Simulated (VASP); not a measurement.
Given:

```
CELL_PARAMETERS angstrom
      4.36387     0.00000     0.00000
     -2.18193     3.77922     0.00000
      0.00000     0.00000     4.94472
ATOMIC_POSITIONS crystal
  Nb 0.33333 0.66667 0.93749
  Nb 0.66667 0.33333 0.43749
  Si 0.33333 0.66667 0.43751
  Si 0.66667 0.33333 0.93751
```

Computed with PBEsol GGA, VASP's PBE PAW potentials (set 64) (plane waves; VASP). Settings: 400 eV cut-off, Gaussian smearing of 0.050 eV, potentials Nb_sv Si.

### Question
Estimate the band gap (along the path) with the smallest direct gap where there is one.

### Answer

- band gap (along the path): none (metal, semimetal or under 0.01 eV)

Only differences to runs with the same potentials and settings are physical.

The structure was generated: NbSi was put into the wurtzite type (P6_3mc), which need not be its known phase. It was relaxed first, which changed the volume by -36 %. The relaxed cell has space group P6_3/mmc.
